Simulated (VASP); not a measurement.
A 70-atom supercell of TiO2 (rutile) holds Ti vacancy with a neighbouring O vacancy in charge state -1. It is relaxed twice, with the total moment held at 1 and at 3 μB. Computed with PBE GGA, VASP's PBE PAW potentials (set 64) (plane waves; VASP 6.6.1). Settings: PREC = Normal, LREAL = Auto, ISYM = 0, NELECT = 375.0, EDIFF = 1E-5, 400 eV cut-off, 1×1×1 Γ-centred mesh, Gaussian smearing of 0.050 eV, potentials Ti O.

The cell is charged, with a uniform compensating background. The supercell is sampled at Γ alone, which is coarse: total energies, pressure and levels can be off, energies of defects by several tenths of an eV.

Q: Which spin state lies lower, and by how much?

A: The state with 1 μB lies lower, by 2.13 eV.

The cell is a supercell with a defect, built from TiO2 (rutile).
